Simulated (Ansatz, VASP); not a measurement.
# Cross-check of Cr7C3 (Cr7C3 (Pnma)) between VASP and Ansatz

Wanted: the spread between two codes on one cell, functional and k mesh. Of the first pair: The structure shown is the start of the Ansatz relaxation below; VASP solves that cell, so the two are compared at the walk's first step.

Calculated with Ansatz 0.2.0; plane waves, with VASP 6.6.1 beside it; single point at PBEsol.

## Step 1: Starting point

Symmetry: Pnma, No. 62, orthorhombic system. Conventional cell: a = 4.475 Å, b = 6.904 Å, c = 11.944 Å, α = 90.00°, β = 90.00°, γ = 90.00°. Nearest to Cr lie 3 C at 2.00 to 2.02 Å. Nearest to Cr lie 4 C at 2.06 to 2.44 Å. Nearest to Cr lie 3 C at 1.98 to 2.00 Å. Cr has 2 C at 2.07 Å nearest. Nearest to Cr lie 3 C at 1.98 to 2.03 Å. Nearest to C lie 8 Cr at 2.00 to 2.43 Å. Farther neighbours are not listed.

## Step 2: Ansatz: relaxation, PBEsol

Ansatz runs on its PAW soft_1 files.

The two programs are compared at the cell with which this relaxation starts, whose forces are those of its first step.

input.yaml

```yaml
crystal:
  lattice:
    - [4.4751935, 0.0, 0.0]
    - [0.0, 6.9037655, 0.0]
    - [0.0, 0.0, 11.9436798]
  atoms:
    - { symbol: Cr, position: [0.05614548, 0.0649621, 0.81132576] }
    - { symbol: Cr, position: [0.55614548, 0.4350379, 0.68867424] }
    - { symbol: Cr, position: [0.94385452, 0.5649621, 0.18867424] }
    - { symbol: Cr, position: [0.44385452, 0.9350379, 0.31132576] }
    - { symbol: Cr, position: [0.94385452, 0.9350379, 0.18867424] }
    - { symbol: Cr, position: [0.44385452, 0.5649621, 0.31132576] }
    - { symbol: Cr, position: [0.05614548, 0.4350379, 0.81132576] }
    - { symbol: Cr, position: [0.55614548, 0.0649621, 0.68867424] }
    - { symbol: Cr, position: [0.25117489, 0.06643442, 0.02041475] }
    - { symbol: Cr, position: [0.75117489, 0.43356558, 0.47958525] }
    - { symbol: Cr, position: [0.74882511, 0.56643442, 0.97958525] }
    - { symbol: Cr, position: [0.24882511, 0.93356558, 0.52041475] }
    - { symbol: Cr, position: [0.74882511, 0.93356558, 0.97958525] }
    - { symbol: Cr, position: [0.24882511, 0.56643442, 0.52041475] }
    - { symbol: Cr, position: [0.25117489, 0.43356558, 0.02041475] }
    - { symbol: Cr, position: [0.75117489, 0.06643442, 0.47958525] }
    - { symbol: Cr, position: [0.238826, 0.75, 0.91699761] }
    - { symbol: Cr, position: [0.738826, 0.75, 0.58300239] }
    - { symbol: Cr, position: [0.761174, 0.25, 0.08300239] }
    - { symbol: Cr, position: [0.261174, 0.25, 0.41699761] }
    - { symbol: Cr, position: [0.25770962, 0.75, 0.70404854] }
    - { symbol: Cr, position: [0.75770962, 0.75, 0.79595146] }
    - { symbol: Cr, position: [0.74229038, 0.25, 0.29595146] }
    - { symbol: Cr, position: [0.24229038, 0.25, 0.20404854] }
    - { symbol: Cr, position: [0.44461039, 0.75, 0.12679645] }
    - { symbol: Cr, position: [0.94461039, 0.75, 0.37320355] }
    - { symbol: Cr, position: [0.55538961, 0.25, 0.87320355] }
    - { symbol: Cr, position: [0.05538961, 0.25, 0.62679645] }
    - { symbol: C, position: [0.5340312, 0.03347398, 0.15532442] }
    - { symbol: C, position: [0.0340312, 0.46652602, 0.34467558] }
    - { symbol: C, position: [0.4659688, 0.53347398, 0.84467558] }
    - { symbol: C, position: [0.9659688, 0.96652602, 0.65532442] }
    - { symbol: C, position: [0.4659688, 0.96652602, 0.84467558] }
    - { symbol: C, position: [0.9659688, 0.53347398, 0.65532442] }
    - { symbol: C, position: [0.5340312, 0.46652602, 0.15532442] }
    - { symbol: C, position: [0.0340312, 0.03347398, 0.34467558] }
    - { symbol: C, position: [0.03531466, 0.75, 0.06384982] }
    - { symbol: C, position: [0.53531466, 0.75, 0.43615018] }
    - { symbol: C, position: [0.96468534, 0.25, 0.93615018] }
    - { symbol: C, position: [0.46468534, 0.25, 0.56384982] }
basis:
  ecutwfc: 420
  xc_grid: 2
hamiltonian:
  xc: pbesol
  pseudopotentials: { kind: paw, azcp: { folder: soft_1 }, xc_functional: pbe }
kpoints:
  mp_grid: { grid: [9, 6, 4] }
scf:
  occupations: { method: fermi_dirac, width: 0.05 }
  max_iter: 150
output:
  forces: true
  stress: true
relax:
  f_tol: 0.01
  max_steps: 60
  cell: {}
checkpoint:
  write: "../pbesol.run"
  compress: false
  write_wavefunctions: false
  write_every: 100000
```

Command:

```bash
> ansatz run input.yaml --threads 4 --pin off --max-ram 6594MiB --backend cpu --events-out ev --progress --plain --runs-dir out
```

Numbers of over 12 decimals in the logs are rounded to 6 here.

The program printed:

```text
Engine: ansatz 0.2.0, aarch64-unknown-linux-gnu
Pseudopotentials: kind: paw
Pseudopotential: Cr, paw, valence charge 14, recommended cutoff 420 eV (normal), soft_1/Cr.paw.azcp
Pseudopotential: C, paw, valence charge 4, recommended cutoff 420 eV (normal), soft_1/C.paw.azcp
Functional definition: PBEsol
  exchange = pbesol_x
  correlation = pbesol_c
Crystal: 40 atoms, lattice volume = 369.008 Å³
Basis set: ecut = 420 eV, 7219 PW (Γ), exchange–correlation on 60×96×160 points (8 copies of the dense FFT grid, shifted against one another)
Bands: 264, of which v1, the nominal top of the filled ones, is band 220 counted from 1 (219 counted from 0)
Symmetry: 8 space group operations
Space group: Pnma (ITA 62), of the structure as read, at distance tolerance 7.2e-5 Å
k-points: 60 of 216
Non-local potential: Cr, projectors of the file, l = 0: 3, l = 1: 2, l = 2: 3, l = 3: 1
Non-local potential: C, projectors of the file, l = 0: 2, l = 1: 2, l = 2: 1
PAW form: soft (Blöchl's): semilocal exchange-correlation on the pseudo side does not see the compensation charge
PAW frozen core: Cr, regenerated for the run's functional, and the local potential with it (the file was generated under x = pbe(κ = 0.804, μ = 0.219515), c = pbe(β = 0.066725))
PAW frozen core: C, regenerated for the run's functional, and the local potential with it (the file was generated under x = pbe(κ = 0.804, μ = 0.219515), c = pbe(β = 0.066725))
PAW one-centre angular grid: Cr, 590 points (default); XC on 64 Gauss nodes
PAW one-centre angular grid: C, 110 points (default); XC on 64 Gauss nodes
Initial density: superposition of atomic densities (chi_scale 0.1, normalization cell, long waves kept (reshape's long-wave potential 0.02 eV rms))
Initial wavefunctions: pseudopotential atomic-orbital guess
Functional: x = pbesol(κ = 0.804, μ = 0.123457), c = pbesol(β = 0.046)
SCF iter   1: F=—  HF=-96806.077339 eV  |F-HF|=—  |Δ(HF+E_count)|=         —  Δρ=2.66e-1  dr2=2.54e2  ethr=3.10e-3  ⟨swp⟩=5.7  Hψ=51635  notcnv=0  defer=55
preconditioner: auto → Kerker (q_TF=auto, 2.809 Å⁻¹)  [metal: Δε(μ)=0.001 eV  Ē_g=6.726 eV  σ=0.050 eV  W_gap=0.00  n_scr=140 (ndim 8)  ℏωp=28.4 eV  f_vac=0.000  D(μ)=27.13/eV (n_scr^D=308)]
SCF iter   2: F=—  HF=-96750.094419 eV  |F-HF|=—  |Δ(HF+E_count)|=    5.60e1  Δρ=6.09e-2  dr2=1.33e1  ethr=3.10e-3  ⟨swp⟩=4.0  Hψ=40864  notcnv=0  defer=540
SCF iter   3: F=—  HF=-96745.808584 eV  |F-HF|=—  |Δ(HF+E_count)|=    4.29e0  Δρ=2.56e-2  dr2=1.66e0  ethr=3.03e-3  ⟨swp⟩=3.1  Hψ=24378  notcnv=0  defer=352
SCF iter   4: F=—  HF=-96745.432714 eV  |F-HF|=—  |Δ(HF+E_count)|=   3.76e-1  Δρ=6.47e-3  dr2=9.16e-2  ethr=3.77e-4  ⟨swp⟩=3.9  Hψ=24923  notcnv=0  defer=352
SCF iter   5: F=—  HF=-96745.451407 eV  |F-HF|=—  |Δ(HF+E_count)|=   1.87e-2  Δρ=9.93e-4  dr2=3.65e-3  ethr=2.08e-5  ⟨swp⟩=2.1  Hψ=23743  notcnv=0  defer=352
SCF iter   6: F=—  HF=-96745.450761 eV  |F-HF|=—  |Δ(HF+E_count)|=   6.46e-4  Δρ=4.22e-4  dr2=1.18e-3  ethr=8.30e-7  ⟨swp⟩=2.1  Hψ=21542  notcnv=0  defer=352
SCF iter   7: F=—  HF=-96745.450684 eV  |F-HF|=—  |Δ(HF+E_count)|=   7.76e-5  Δρ=1.10e-4  dr2=6.11e-5  ethr=2.69e-7  ⟨swp⟩=1.6  Hψ=16089  notcnv=0  defer=352
SCF iter   8: F=—  HF=-96745.450823 eV  |F-HF|=—  |Δ(HF+E_count)|=   1.40e-4  Δρ=2.94e-5  dr2=2.92e-6  ethr=1.39e-8  ⟨swp⟩=2.0  Hψ=21784  notcnv=0  defer=352
SCF iter   9: F=—  HF=-96745.450823 eV  |F-HF|=—  |Δ(HF+E_count)|=   6.61e-7  Δρ=8.11e-6  dr2=3.55e-7  ethr=6.64e-10  ⟨swp⟩=2.0  Hψ=21402  notcnv=0  defer=352
SCF iter  10: F=-96745.450823 eV  HF=-96745.450823 eV  |F-HF|=8.43e-8  |Δ(HF+E_count)|=   3.93e-8  Δρ=4.53e-6  dr2=8.39e-8  ethr=2.27e-11  ⟨swp⟩=4.0  Hψ=46874  notcnv=0
SCF 1 converged in 10 iterations: F = -96745.450823 eV  dr2 = 8.39e-8
  greatest PAW one-centre occupation: 1.001 electrons in one spin orbital (limit 2), on the Cr atom at site 19 (counted from 0), in its partial waves of l = 0
relax step   1: F+E_penalty+E_count = -96745.45082263 eV  Δ(F+E_penalty+E_count) = +0.000e0 eV  max|allowed force component| = 1.291e-1 eV/Å  Δτ_max = 0.0000 Å  P = -4.881 GPa  Ω = 369.008 Å³  (10 SCF iters, dr2 threshold 1.00e-7 eV, accepted)
Crystal: 40 atoms, lattice volume = 365.261 Å³
Basis set: ecut = 420 eV, 7163 PW (Γ), exchange–correlation on 60×96×160 points (8 copies of the dense FFT grid, shifted against one another)
Initial density: handed on by an earlier stage of this run
Initial wavefunctions: those handed on with the density
iter 1 solved again at ethr=1.45e-5 eV; its pass at ethr=3.10e-3 eV (dr2=6.37e-2 eV) is discarded
SCF iter   1: F=—  HF=-96745.545765 eV  |F-HF|=—  |Δ(HF+E_count)|=         —  Δρ=3.49e-3  dr2=5.86e-2  ethr=1.45e-5  ⟨swp⟩=2.0  Hψ=58549  notcnv=0
preconditioner: auto → Kerker (q_TF=auto, 2.814 Å⁻¹)  [metal: Δε(μ)=0.001 eV  Ē_g=5.192 eV  σ=0.050 eV  W_gap=0.01  n_scr=138 (ndim 8)  ℏωp=28.6 eV  f_vac=0.000  D(μ)=33.67/eV (n_scr^D=434)]
[...]
iter 5 did not close the SCF: its close was put off for the readings that it lacked (scf_convergence_deferred on its scf_iter line)
SCF iter   5: F=-96745.547553 eV  HF=-96745.547553 eV  |F-HF|=2.91e-11  |Δ(HF+E_count)|=  2.91e-11  Δρ=5.79e-8  dr2=1.09e-11  ethr=1.00e-12  ⟨swp⟩=1.0  Hψ=15840  notcnv=0
[...]
SCF converged after 8 iterations
Free energy (F): -96745.547553 eV
Harris-Foulkes:  -96745.547553 eV  (|F-HF|=2.91e-11)
Internal energy: -96745.278468 eV  (E = F + TS)
E sigma→0 (E₀):  -96745.413011 eV
Entropy (-TS):   -0.269085 eV (-6.727 meV/atom)
Fermi energy:    20.003665 eV
--- Per-component energies (eV) ---
  E_band       = -3318.211996
  E_kinetic    = 9597.361150
  E_local      = -30904.592605  (includes V_loc(G=0)·N_el)
  E_nonlocal   = 1486.072117
  E_hartree    = 14494.706227
  E_xc         = -3832.574620
  E_vxc        = -4878.174558  (∫ρ·V_xc dr)
  E_paw        = -34476.455931  (= ΣΔE_a)
  E_vpaw       = -7608.312309  (= ΣTr[D̂ρ^β])
  E_aug_tail   = 0.021763  (compensation charges beyond the density's cutoff)
  E_ewald      = -53114.549770
  E_core_change = 4.733199  (= ΣΔE_core)
  E_smearing   = -0.269085  (= −TS)
  E_closure    = -0.000000  (closes the sum)
  Σ components = -96745.547553   (vs F -96745.547553, Δ=0.00e0)
--- Forces (eV/Å), atoms counted from 1 ---
  atom   1  Cr    -0.00025986     0.00037840    -0.00054655
  atom   2  Cr    -0.00025986    -0.00037840     0.00054655
  atom   3  Cr     0.00025986     0.00037840     0.00054655
  atom   4  Cr     0.00025986    -0.00037840    -0.00054655
  atom   5  Cr     0.00025986    -0.00037840     0.00054655
  atom   6  Cr     0.00025986     0.00037840    -0.00054655
  atom   7  Cr    -0.00025986    -0.00037840    -0.00054655
  atom   8  Cr    -0.00025986     0.00037840     0.00054655
  atom   9  Cr     0.00054964    -0.00033350     0.00025469
  atom  10  Cr     0.00054964     0.00033350    -0.00025469
  atom  11  Cr    -0.00054964    -0.00033350    -0.00025469
  atom  12  Cr    -0.00054964     0.00033350     0.00025469
  atom  13  Cr    -0.00054964     0.00033350    -0.00025469
  atom  14  Cr    -0.00054964    -0.00033350     0.00025469
  atom  15  Cr     0.00054964     0.00033350     0.00025469
  atom  16  Cr     0.00054964    -0.00033350    -0.00025469
  atom  17  Cr     0.00056279    -0.00000000     0.00062591
  atom  18  Cr     0.00056279    -0.00000000    -0.00062591
  atom  19  Cr    -0.00056279     0.00000000    -0.00062591
  atom  20  Cr    -0.00056279     0.00000000     0.00062591
  atom  21  Cr    -0.00056038     0.00000000     0.00076373
  atom  22  Cr    -0.00056038     0.00000000    -0.00076373
  atom  23  Cr     0.00056038    -0.00000000    -0.00076373
  atom  24  Cr     0.00056038    -0.00000000     0.00076373
[...]
atom  33  C      0.00029186     0.00000987    -0.00000088
  atom  34  C      0.00029186    -0.00000987     0.00000088
  atom  35  C     -0.00029186     0.00000987     0.00000088
  atom  36  C     -0.00029186    -0.00000987    -0.00000088
  atom  37  C      0.00099680     0.00000000     0.00021688
  atom  38  C      0.00099680     0.00000000    -0.00021688
  atom  39  C     -0.00099680    -0.00000000    -0.00021688
  atom  40  C     -0.00099680    -0.00000000     0.00021688
  max |Σ_I F_I| component: 3.12e-17 eV/Å
--- Stress (GPa, compression-positive) ---
       -0.001372      -0.000000       0.000000
       -0.000000       0.003120       0.000000
        0.000000       0.000000      -0.002742
  P = ⅓ Tr σ = -0.0003 GPa (-0.003 kbar)
--- Relaxed structure (9 steps of the walk, 9 accepted, 2 SCFs on fresh bases) ---
  F+E_penalty+E_count = -96745.54755312 eV   max|allowed force component| = 9.968e-4 eV/Å   (the final SCF, on the basis selected at the relaxed cell)
  cell:  # Å, volume = 363.6609 Å³
    - [4.446177, 0.0, 0.0]
    - [0.0, 6.851763, 0.0]
    - [0.0, 0.0, 11.937339]
  atoms:
    - { symbol: Cr, position: [0.060552, 0.065399, 0.812268] }
    - { symbol: Cr, position: [0.560552, 0.434601, 0.687732] }
    - { symbol: Cr, position: [0.939448, 0.565399, 0.187732] }
    - { symbol: Cr, position: [0.439448, 0.934601, 0.312268] }
    - { symbol: Cr, position: [0.939448, 0.934601, 0.187732] }
    - { symbol: Cr, position: [0.439448, 0.565399, 0.312268] }
    - { symbol: Cr, position: [0.060552, 0.434601, 0.812268] }
    - { symbol: Cr, position: [0.560552, 0.065399, 0.687732] }
    - { symbol: Cr, position: [0.249191, 0.066567, 0.022910] }
    - { symbol: Cr, position: [0.749191, 0.433433, 0.477090] }
    - { symbol: Cr, position: [0.750809, 0.566567, 0.977090] }
    - { symbol: Cr, position: [0.250809, 0.933433, 0.522910] }
    - { symbol: Cr, position: [0.750809, 0.933433, 0.977090] }
    - { symbol: Cr, position: [0.250809, 0.566567, 0.522910] }
    - { symbol: Cr, position: [0.249191, 0.433433, 0.022910] }
    - { symbol: Cr, position: [0.749191, 0.066567, 0.477090] }
    - { symbol: Cr, position: [0.247417, 0.750000, 0.917216] }
    - { symbol: Cr, position: [0.747417, 0.750000, 0.582784] }
    - { symbol: Cr, position: [0.752583, 0.250000, 0.082784] }
    - { symbol: Cr, position: [0.252583, 0.250000, 0.417216] }
    - { symbol: Cr, position: [0.264831, 0.750000, 0.705403] }
    - { symbol: Cr, position: [0.764831, 0.750000, 0.794597] }
    - { symbol: Cr, position: [0.735169, 0.250000, 0.294597] }
    - { symbol: Cr, position: [0.235169, 0.250000, 0.205403] }
    - { symbol: Cr, position: [0.443923, 0.750000, 0.126438] }
    - { symbol: Cr, position: [0.943923, 0.750000, 0.373562] }
    - { symbol: Cr, position: [0.556077, 0.250000, 0.873562] }
    - { symbol: Cr, position: [0.056077, 0.250000, 0.626438] }
    - { symbol: C, position: [0.528302, 0.034396, 0.157417] }
    - { symbol: C, position: [0.028302, 0.465604, 0.342583] }
    - { symbol: C, position: [0.471698, 0.534396, 0.842583] }
    - { symbol: C, position: [0.971698, 0.965604, 0.657417] }
    - { symbol: C, position: [0.471698, 0.965604, 0.842583] }
    - { symbol: C, position: [0.971698, 0.534396, 0.657417] }
    - { symbol: C, position: [0.528302, 0.465604, 0.157417] }
    - { symbol: C, position: [0.028302, 0.034396, 0.342583] }
    - { symbol: C, position: [0.034135, 0.750000, 0.062020] }
    - { symbol: C, position: [0.534135, 0.750000, 0.437980] }
    - { symbol: C, position: [0.965865, 0.250000, 0.937980] }
    - { symbol: C, position: [0.465865, 0.250000, 0.562020] }
```

## Step 3: VASP: single point, PBEsol, start cell, pair 1

The same cell, functional, mesh and smearing now go to VASP, with its own data sets.

Lines of VASP's logs that name or quote its potential files are left out, and so is its time.

INCAR

```
SYSTEM = Cr7C3
PREC = Accurate
ENCUT = 520
EDIFF = 1E-06
NELM = 120
ISMEAR = -1
SIGMA = 0.05
LREAL = Auto
ALGO = Normal
GGA = PS
NBANDS = 224
LASPH = .TRUE.
LORBIT = 11
LWAVE = .FALSE.
LCHARG = .FALSE.
ISIF = 2
GGA_COMPAT = .FALSE.
KPAR = 4
```

POSCAR

```
Cr7C3
1.0
    4.4751930000      0.0000000000      0.0000000000
    0.0000000000      6.9037660000      0.0000000000
    0.0000000000      0.0000000000     11.9436800000
Cr C
28 12
Direct
    0.0561455115      0.0649620801      0.8113257388
    0.5561456232      0.4350379199      0.6886742612
    0.9438547120      0.5649620801      0.1886742612
    0.4438546002      0.9350377750      0.3113257388
    0.9438547120      0.9350377750      0.1886742612
    0.4438546002      0.5649620801      0.3113257388
    0.0561455115      0.4350379199      0.8113257388
    0.5561456232      0.0649620801      0.6886742612
    0.2511748655      0.0664344649      0.0204147298
    0.7511749773      0.4335655351      0.4795852702
    0.7488251345      0.5664343201      0.9795852702
    0.2488252462      0.9335655351      0.5204147298
    0.7488251345      0.9335655351      0.9795852702
    0.2488252462      0.5664343201      0.5204147298
    0.2511748655      0.4335655351      0.0204147298
    0.7511749773      0.0664344649      0.4795852702
    0.2388261244      0.7499999276      0.9169976088
    0.7388260126      0.7499999276      0.5830023912
    0.7611740991      0.2499999276      0.0830023912
    0.2611739874      0.2499999276      0.4169976088
    0.2577095558      0.7499999276      0.7040485010
    0.7577096675      0.7499999276      0.7959514153
    0.7422904442      0.2499999276      0.2959514153
    0.2422903325      0.2499999276      0.2040485010
    0.4446105453      0.7499999276      0.1267964313
    0.9446104336      0.7499999276      0.3732035687
    0.5553896782      0.2499999276      0.8732035687
    0.0553895664      0.2499999276      0.6267964313
    0.5340312697      0.0334740488      0.1553244059
    0.0340311580      0.4665259512      0.3446755941
    0.4659689537      0.5334739040      0.8446755941
    0.9659688420      0.9665259512      0.6553244059
    0.4659689537      0.9665259512      0.8446755941
    0.9659688420      0.5334739040      0.6553244059
    0.5340312697      0.4665259512      0.1553244059
    0.0340311580      0.0334740488      0.3446755941
    0.0353146780      0.7499999276      0.0638498352
    0.5353147898      0.7499999276      0.4361501648
    0.9646855454      0.2499999276      0.9361501648
    0.4646854337      0.2499999276      0.5638498352
```

KPOINTS

```
Automatic mesh
0
Gamma
9 6 4
0 0 0
```

Potentials, in the order of the species: Cr_pv and C (PBE family, release 64).

Command:

```bash
> mpirun -np 4 vasp_std
```

The program printed:

```text
[banner, memory and clock lines left out]
running    4 mpi-ranks, on    1 nodes
[...]
|                                                                             |
|               ----> ADVICE to this user running VASP <----                  |
|                                                                             |
|     You enforced a specific xc type in the INCAR file but a different       |
|     [... a line on the potential file left out ...]
|     I HOPE YOU KNOW WHAT YOU ARE DOING!                                     |
|                                                                             |

 LDA part: xc-table for (Slater+PW92), standard interpolation
 POSCAR, INCAR and KPOINTS ok, starting setup
[...]
entering main loop
       N       E                     dE             d eps       ncg     rms          rms(c)
DAV:   1     0.601687850481E+04    0.60169E+04   -0.20157E+05 27008   0.214E+03
DAV:   2     0.248008552651E+03   -0.57689E+04   -0.56292E+04 26920   0.673E+02
DAV:   3    -0.447449712277E+03   -0.69546E+03   -0.67024E+03 36280   0.228E+02
DAV:   4    -0.494931284648E+03   -0.47482E+02   -0.45898E+02 34888   0.523E+01
[...]
DAV:  18    -0.410196169374E+03    0.12364E-04   -0.11095E-04 34776   0.450E-02    0.996E-03
DAV:  19    -0.410196167886E+03    0.14884E-05   -0.15270E-05 35352   0.136E-02    0.484E-03
DAV:  20    -0.410196167050E+03    0.83600E-06   -0.12630E-06 17536   0.491E-03
   1 F= -.41019617E+03 E0= -.41005348E+03  d E =-.285372E+00
```

From OUTCAR (step 3):

```text
  Total      -12.1770515    -11.4473235    -11.5789288      0.0000000      0.0000000      0.0000000
  in kB      -52.8709039    -49.7025358    -50.2739458      0.0000000      0.0000000      0.0000000
  external PRESSURE =     -50.9491285 kB  Pullay stress =       0.0000000 kB

 POSITION                                       TOTAL-FORCE (eV/Angst)
 -----------------------------------------------------------------------------------
      0.25126      0.44848      9.69021         0.030534     -0.044911      0.019184
      2.48886      3.00340      8.22531         0.030534      0.044911     -0.019184
      4.22393      3.90037      2.25347        -0.030534     -0.044911     -0.019184
      1.98633      6.45528      3.71837        -0.030534      0.044911      0.019184
      4.22393      6.45528      2.25347        -0.030534      0.044911     -0.019184
      1.98633      3.90037      3.71837        -0.030534     -0.044911      0.019184
      0.25126      3.00340      9.69021         0.030534      0.044911      0.019184
      2.48886      0.44848      8.22531         0.030534     -0.044911     -0.019184
      1.12406      0.45865      0.24383        -0.007536      0.067701      0.061302
      3.36165      2.99323      5.72801        -0.007536     -0.067701     -0.061302
      3.35114      3.91053     11.69985         0.007536      0.067701     -0.061302
      1.11354      6.44512      6.21567         0.007536     -0.067701      0.061302
      3.35114      6.44512     11.69985         0.007536     -0.067701     -0.061302
      1.11354      3.91053      6.21567         0.007536      0.067701      0.061302
[...]
-----------------------------------------------------------------------------------
    total drift:                                0.010854      0.001827     -0.003124

  FREE ENERGIE OF THE ION-ELECTRON SYSTEM (eV)
  ---------------------------------------------------
  free  energy   TOTEN  =      -410.1961670497 eV

  energy  without entropy=     -409.9107950126  energy(sigma->0) =     -410.05348103

[... 2 further parts left out ...]
[key lines of the parts left out:]
E-fermi :  11.5669
```

This run has no spin polarisation, so a moment on Cr, if there is one, isn't seen.

[end of part 1 of 2]

[Lines on the potential files, build, host, timing and source positions are cut from VASP's logs without a mark.]

[Logs are printed without paths, hosts, clocks, repeated set-up lines and the standing remarks that a program may print on its own settings, such as how far it seeks lower states.]

[Hosts, paths, dates, database ids (printed as entryN), source tags and the programs' standing remarks are cut or masked in the printed files.]
